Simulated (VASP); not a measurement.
Input for VASP

INCAR:
```
EDIFF = 1E-6
LWAVE = .False.
LMAXMIX = 4   # l cut-off of mixed one-centre charges
GGA = PS   # PBEsol
IBRION = 2
ISMEAR = 0
ENCUT = 500   # plane-wave cut-off (eV)
ALGO = Normal
ISIF = 3
PSTRESS = 300
SYSTEM = CaSe
NSW = 40   # most ionic steps
NELM = 100   # most electronic steps
LREAL = .False.   # projection in real space or not
LASPH = .True.
EDIFFG = -0.02
PREC = Accurate
SIGMA = 0.05
LCHARG = .False.
```

POSCAR:
```
CaSe
1
    0.0000000000     2.6524240479     2.6524240479
    2.6524240479     0.0000000000     2.6524240479
    2.6524240479     2.6524240479    -0.0000000000
Ca Se
1 1
Direct
  0.0000000000   1.0000000000   0.0000000000
  0.5000000000   0.5000000000   0.5000000000
```

File KPOINTS:
```
Automatic
0
gamma
  9 9 9
0 0 0
```

POTCAR, in this order: Ca_sv Se (PBE.64 set). Program: vasp_std.

Translate this PBEsol calculation to Ansatz.

One equivalent input (not run):
Ansatz 0.2 input:
```yaml
crystal:
  lattice:
    - [0.0000000, 2.6524240, 2.6524240]
    - [2.6524240, 0.0000000, 2.6524240]
    - [2.6524240, 2.6524240, 0.0000000]
  atoms:
    - { symbol: Ca, position: [0.0000000, 1.0000000, 0.0000000] }
    - { symbol: Se, position: [0.5000000, 0.5000000, 0.5000000] }
kpoints:
  mp_grid: { grid: [9, 9, 9] }
hamiltonian:
  xc: pbesol
  pseudopotentials: { kind: paw }
scf:
  occupations: { method: gaussian, width: 0.05 }
  max_iter: 100
relax:
  max_steps: 40
  f_tol: 0.02
  cell: { p_target: 30 }
output: { forces: true, stress: true, eigenvalues: true }
```
Limits of the translation: each code has its own PAW files, so the cut-off isn't converted (ENCUT is set for VASP's; basis.ecutwfc is left out, and Ansatz then takes the one that its files recommend); Ansatz stops its SCF on the density residual and VASP on the energy change (EDIFF).

The structure was generated: CaSe was put into the rock salt type (Fm-3m), which need not be its known phase. It was relaxed first under an external pressure of 30 GPa.
